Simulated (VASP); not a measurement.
Here is the system:

```
CdO
1.0
    0.00000     2.39105     2.39105
    2.39105     0.00000     2.39105
    2.39105     2.39105     0.00000
Cd O
1 1
Direct
  0.00000   0.00000   0.00000
  0.50000   0.50000   0.50000
```

Calculation: PBE0 hybrid, VASP's PBE PAW potentials (set 64) (plane waves; VASP). Numerical set-up: 520 eV cut-off, 8×8×8 Γ-centred mesh, Gaussian smearing of 0.050 eV, potentials Cd O.

Q: Estimate the energy per atom (σ→0), pressure, band gap (over the mesh, the named points and PBE's band edges) with the smallest direct gap where there is one.

A: 
The band gap (over the mesh, the named points and PBE's band edges) is 1.39 eV, the smallest direct gap (over the mesh, the named points and PBE's band edges) is 2.52 eV and the energy per atom (σ→0) comes out as -5.283 eV/atom. The pressure is -5.18 GPa.

The compound is CdO in the rock salt structure. It was relaxed first, which changed the volume by +5 %.
